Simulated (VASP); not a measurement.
# Al3Pd (Pm-3m) in VASP: a series of runs

Aim: see how the results for Al3Pd move with the level of theory and the settings. Levels: PBEsol, PBE. Tasks: equation of state.

All numbers are computed with VASP 6.6.1; they aren't measurements. Logs are shortened: lines on timing, memory, paths and dates and some standing lists are left out, and cuts for length are marked.

## Step 1: Starting point

It takes space group Pm-3m (No. 221, cubic). The conventional cell has a = 3.947 Å, b = 3.947 Å, c = 3.947 Å, α = 90.00°, β = 90.00°, γ = 90.00°. Around Pd (site symmetry m-3m) lie 12 Al at 2.79 Å. Around Al (site symmetry 4/mmm) lie 4 Pd at 2.79 Å and 8 Al at 2.79 Å.

The cell comes from a database or a generator and needn't be the stable form of this composition.

## Step 2: Equation of state, PBEsol, 14.45 Å³/atom (volume scaled by 0.94)

INCAR reads:

```
SYSTEM = Al3Pd
  ALGO = Normal
  EDIFF = 1E-7
  ENCUT = 520
  GGA = PS
  ISIF = 2
  ISMEAR = -1
  LASPH = .TRUE.
  LCHARG = .FALSE.
  LREAL = .FALSE.
  LWAVE = .FALSE.
  NBANDS = 18
  NELM = 100
  PREC = Accurate
  SIGMA = 0.05
```

KPOINTS reads:

```
k-points
0
G
  7 7 7
  0 0 0
```

POSCAR reads:

```
Al3Pd
1.0
    3.8663382084      0.0000000000      0.0000000000
    0.0000000000      3.8663382084      0.0000000000
    0.0000000000      0.0000000000      3.8663382084
Pd Al
1 3
Direct
    0.0000000000      0.0000000000      0.0000000000
    0.5000000000      0.5000000000      0.0000000000
    0.5000000000      0.0000000000      0.5000000000
    0.0000000000      0.5000000000      0.5000000000
```

Potentials or basis: VASP PAW PBE potentials, release 64 (Pd, Al).

Run with:

```
$ cat potpaw_PBE.64/Pd/POTCAR potpaw_PBE.64/Al/POTCAR > POTCAR
$ mpirun -np 1 vasp_std > vasp.out
```

OUTCAR:

```text
SYSTEM = Al3Pd
   EDIFF = 1E-7
   ENCUT = 520
   GGA = PS
   ISIF = 2
   ISMEAR = -1
   LASPH = .TRUE.
   LREAL = .FALSE.
   NELM = 100
   PREC = Accurate

 Found     20 irreducible k-points:

 Following reciprocal coordinates:
            Coordinates               Weight
  0.000000  0.000000  0.000000      1.000000
  0.142857  0.000000  0.000000      6.000000
  0.285714  0.000000  0.000000      6.000000
  0.428571  0.000000  0.000000      6.000000
  0.142857  0.142857  0.000000     12.000000
  0.285714  0.142857  0.000000     24.000000
   k-points           NKPTS =     20   k-points in BZ     NKDIM =     20   number of bands    NBANDS=     18
   number of dos      NEDOS =    301   number of ions     NIONS =      4
   total plane-waves  NPLWV =  27000
   dimension x,y,z NGX =    30 NGY =   30 NGZ =   30
   dimension x,y,z NGXF=    60 NGYF=   60 NGZF=   60
   ions per type =               1   3
   NGX,Y,Z   is equivalent  to a cutoff of  12.90, 12.90, 12.90 a.u.
   NGXF,Y,Z  is equivalent  to a cutoff of  25.80, 25.80, 25.80 a.u.
 SYSTEM =  Al3Pd
   PREC   = accura    normal or accurate (medium, high low for compatibility)
   ISTART =      0    job   : 0-new  1-cont  2-samecut
   ICHARG =      2    charge: 1-file 2-atom 10-const
   ISPIN  =      1    spin polarized calculation?
   LNONCOLLINEAR =      F non collinear calculations
   LSORBIT =      F    spin-orbit coupling
   LASPH  =      T    aspherical Exc in radial PAW
   ENCUT  =  520.0 eV  38.22 Ry    6.18 a.u.   7.19  7.19  7.19*2*pi/ulx,y,z
   NELM   =    100;   NELMIN=  2; NELMDL= -5     # of ELM steps
   EDIFF  = 0.1E-06   stopping-criterion for ELM
   LREAL  =      F    real-space projection
   EDIFFG = 0.1E-05   stopping-criterion for IOM
   NSW    =      0    number of steps for IOM
   IBRION =     -1    ionic relax: 0-MD 1-quasi-New 2-CG
   NFREE  =      0    steps in history (QN), initial steepest desc. (CG)
   ISIF   =      2    stress and relaxation
   ISYM   =      2    0-nonsym 1-usesym 2-fastsym
   POTIM  = 0.5000    time-step for ionic-motion
   TEBEG  =    0.0;   TEEND  =   0.0 temperature during run
   PSTRESS=    0.0 pullay stress
   NELECT =      19.0000    total number of electrons
   NUPDOWN=      -1.0000    fix difference up-down
   EMIN   =  10.00;   EMAX   =-10.00  energy-range for DOS
   EFERMI =   0.00;   METHOD = LEGACY
   ISMEAR =    -1;   SIGMA  =   0.05  broadening in eV -4-tet -1-fermi 0-gaus
   EFERMI_NEDOS =   21; number of points for ismear=-14 and -15
   IALGO  =     38    algorithm
   IMIX   =      4    mixing-type and parameters
     AMIX     =   0.40;   BMIX     =  1.00
     AMIX_MAG =   1.60;   BMIX_MAG =  1.00
  volume/ion in A,a.u.               =      14.45        97.51
  Fermi-wavevector in a.u.,A,eV,Ry     =   1.129864  2.135133 17.369099  1.276593
  Thomas-Fermi vector in A             =   2.266559
   LORBIT       =      0    0 simple, 1 ext, 2 COOP (PROOUT), +10 PAW based schemes
   GGA     = PS    functional components
   LHFCALC =     F    Hartree Fock is set to
   AEXX    =    0.0000 exact exchange contribution
   IVDW    =     0    specifies the selected vdW correction
   LEPSILON=     F    determine dielectric tensor
   LRPA    =     F    only Hartree local field effects (RPA)
 non-spin polarized calculation
  energy-cutoff  :      520.00
  volume of cell :       57.80
 maximum number of plane-waves:      1571
 NGX is ok and might be reduce to    30
   NGX = 15   NGY = 15   NGZ = 15

 number of electron      19.0000003 magnetization

 Free energy of the ion-electron system (eV)
  ---------------------------------------------------
  ext. energy  EPLUGINS =         0.00000000
  ---------------------------------------------------
  free energy    TOTEN  =       -19.56050543 eV

  energy without entropy =      -19.53662392  energy(sigma->0) =      -19.54856467

 E-fermi :  10.0474     XC(G=0): -11.4319

 val. band max:       10.0296015007   @ k =   0.4286   0.4286   0.2857
 cond. band min:      10.0633871821   @ k =   0.2857   0.2857   0.2857
 fundamental gap:      0.0337856814
 Fermi energy:        10.0473672148

 k-point     1 :       0.0000    0.0000    0.0000
  band No.  band energies     occupation
      1      -1.5258      2.00000
      2       4.5915      2.00000
      3       4.5915      2.00000
      4       6.0345      2.00000
      5       6.0345      2.00000
      6       6.0345      2.00000
[... 10 lines left out ...]
     17      17.7830      0.00000
     18      17.7830      0.00000

 k-point     2 :       0.1429    0.0000    0.0000
  band No.  band energies     occupation
      1      -1.3169      2.00000
      2       4.3255      2.00000
      3       4.6539      2.00000
      4       5.7892      2.00000
      5       5.7892      2.00000
      6       6.0510      2.00000
[... 10 lines left out ...]
     17      17.3210      0.00000
     18      17.5749      0.00000

 k-point     3 :       0.2857    0.0000    0.0000
  band No.  band energies     occupation
      1      -0.6999      2.00000
      2       3.1850      2.00000
      3       4.8019      2.00000
      4       5.4261      2.00000
      5       5.4261      2.00000
      6       6.0887      2.00000
[... 10 lines left out ...]
     17      17.6387      0.00000
     18      17.9733      0.00000

 k-point     4 :       0.4286    0.0000    0.0000
  band No.  band energies     occupation
      1       0.2804      2.00000
      2       1.7005      2.00000
      3       4.9297      2.00000
      4       5.2129      2.00000
      5       5.2129      2.00000
      6       6.1193      2.00000
[... 10 lines left out ...]
     17      18.3800      0.00000
     18      19.1268      0.00000

 k-point     5 :       0.1429    0.1429    0.0000
  band No.  band energies     occupation
      1      -1.1101      2.00000
      2       4.3582      2.00000
      3       4.4856      2.00000
      4       5.4755      2.00000
      5       5.7366      2.00000
      6       5.9278      2.00000
[... 10 lines left out ...]
     17      16.8830      0.00000
     18      18.3991      0.00000

 k-point     6 :       0.2857    0.1429    0.0000
  band No.  band energies     occupation
      1      -0.5004      2.00000
      2       3.3267      2.00000
      3       4.6273      2.00000
      4       5.2526      2.00000
      5       5.4612      2.00000
      6       5.9315      2.00000
[... 10 lines left out ...]
     17      17.2501      0.00000
     18      17.4306      0.00000

 [... further k-points ...]

------------------------ aborting loop because EDIFF is reached ----------------------------------------

  FORCE on cell =-STRESS in cart. coord.  units (eV):
  Direction    XX          YY          ZZ          XY          YZ          ZX
  --------------------------------------------------------------------------------------
  -------------------------------------------------------------------------------------
  Total        2.1518194      2.1518194      2.1518194      0.0000000     -0.0000000      0.0000000
  in kB       59.6508825     59.6508825     59.6508825      0.0000000     -0.0000000      0.0000000
  external PRESSURE =      59.6508825 kB  Pullay stress =       0.0000000 kB

 VOLUME and BASIS-vectors are now :
 -----------------------------------------------------------------------------
  energy-cutoff  :      520.00
  volume of cell :       57.80
      direct lattice vectors                 reciprocal lattice vectors
     3.866338208  0.000000000  0.000000000     0.258642660  0.000000000  0.000000000
     0.000000000  3.866338208  0.000000000     0.000000000  0.258642660  0.000000000
     0.000000000  0.000000000  3.866338208     0.000000000  0.000000000  0.258642660

 POSITION                                       TOTAL-FORCE (eV/Angst)
 -----------------------------------------------------------------------------------
      0.00000      0.00000      0.00000         0.000000      0.000000      0.000000
      1.93317      1.93317      0.00000         0.000000      0.000000      0.000000
      1.93317      0.00000      1.93317         0.000000      0.000000      0.000000
      0.00000      1.93317      1.93317         0.000000      0.000000      0.000000
 -----------------------------------------------------------------------------------
    total drift:                                0.000000     -0.000000      0.000000

  FREE ENERGIE OF THE ION-ELECTRON SYSTEM (eV)
  ---------------------------------------------------
  free  energy   TOTEN  =       -19.5605054271 eV

  energy  without entropy=      -19.5366239210  energy(sigma->0) =      -19.54856467
```

Wall time 21 s (1 thread of Intel Xeon Platinum 8488C (Sapphire Rapids), shared host); peak memory 0.17 GiB.

Results:

```yaml
Free_energy: -19.5605 eV
Pressure: 6.0 GPa
Band_gap_on_the_k_mesh: none (metal or under the smearing width)
```

Caveat: the PAW data sets were made with another functional, which shifts forces and pressure a little.

## Step 3: Equation of state, PBEsol, 14.76 Å³/atom (volume scaled by 0.96)

INCAR is that of step 2.

KPOINTS is that of step 2.

POSCAR reads:

```
Al3Pd
1.0
    3.8935668393      0.0000000000      0.0000000000
    0.0000000000      3.8935668393      0.0000000000
    0.0000000000      0.0000000000      3.8935668393
Pd Al
1 3
Direct
    0.0000000000      0.0000000000      0.0000000000
    0.5000000000      0.5000000000      0.0000000000
    0.5000000000      0.0000000000      0.5000000000
    0.0000000000      0.5000000000      0.5000000000
```

Potentials or basis: VASP PAW PBE potentials, release 64 (Pd, Al).

Run with:

```
$ cat potpaw_PBE.64/Pd/POTCAR potpaw_PBE.64/Al/POTCAR > POTCAR
$ mpirun -np 1 vasp_std > vasp.out
```

Wall time 31 s (1 thread of Intel Xeon Platinum 8488C (Sapphire Rapids), shared host); peak memory 0.17 GiB.

The run converged. Its results:

| Quantity | Value |
| --- | --- |
| Free energy | -19.5952 eV |
| Pressure | 3.1 GPa |
| Band gap on the k mesh | none (metal or under the smearing width) |

Caveat: the PAW data sets were made with another functional, which shifts forces and pressure a little.

## Step 4: Equation of state, PBEsol, 15.06 Å³/atom (volume scaled by 0.98)

INCAR is that of step 3.

KPOINTS is that of step 3.

POSCAR reads:

```
Al3Pd
1.0
    3.9204198730      0.0000000000      0.0000000000
    0.0000000000      3.9204198730      0.0000000000
    0.0000000000      0.0000000000      3.9204198730
Pd Al
1 3
Direct
    0.0000000000      0.0000000000      0.0000000000
    0.5000000000      0.5000000000      0.0000000000
    0.5000000000      0.0000000000      0.5000000000
    0.0000000000      0.5000000000      0.5000000000
```

Run with:

```
$ cat potpaw_PBE.64/Pd/POTCAR potpaw_PBE.64/Al/POTCAR > POTCAR
$ mpirun -np 1 vasp_std > vasp.out
```

Wall time 27 s (1 thread of Intel Xeon Platinum 8488C (Sapphire Rapids), shared host); peak memory 0.17 GiB.

It converged, with:

```
Free energy            : -19.6089 eV
Pressure               : 0.5 GPa
Band gap on the k mesh : none (metal or under the smearing width)
```

Caveat: the PAW data sets were made with another functional, which shifts forces and pressure a little.

[end of part 1 of 2]
